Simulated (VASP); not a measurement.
Consider the following.

```
MgTe
1.0
    2.27580    -3.94181     0.00000
    2.27580     3.94181     0.00000
    0.00000     0.00000     7.40578
Mg Te
2 2
Direct
  0.66667   0.33333   0.49982
  0.33333   0.66667   0.99982
  0.66667   0.33333   0.87618
  0.33333   0.66667   0.37618
```

The numbers are results of PBE GGA with D3 dispersion (zero damping), VASP's PBE PAW potentials (set 64) (plane waves; VASP 6.6.1), not measurements. Numerical set-up: 520 eV cut-off, Gaussian smearing of 0.050 eV, potentials Mg Te.

Unless said otherwise, spin-orbit coupling is left out, though it shifts the bands of the heavy elements here.

Question: Give the energies of bands 3 to 11 at the high-symmetry points, in eV from the valence-band maximum.

Answer: 
```tsv
band	Γ	M	K	A	L	H
3	-3.30	-3.12	-2.59	-2.03	-3.21	-2.99
4	-0.50	-2.65	-2.59	-2.03	-3.21	-2.99
5	-0.50	-2.00	-2.39	-0.27	-0.91	-1.97
6	-0.01	-1.25	-1.43	-0.27	-0.91	-1.97
7	-0.01	-1.02	-1.43	-0.27	-0.90	-0.63
8	0.00	-0.45	-1.39	-0.27	-0.90	-0.63
9	2.53	3.16	3.52	3.50	3.23	3.90
10	3.00	3.90	5.77	3.50	3.23	3.90
11	5.29	4.28	5.77	5.54	4.27	5.15
```

The gap is direct, 2.53 eV, from the valence maximum at Γ to the conduction minimum at Γ.

The compound is MgTe in the wurtzite structure. It was relaxed first.
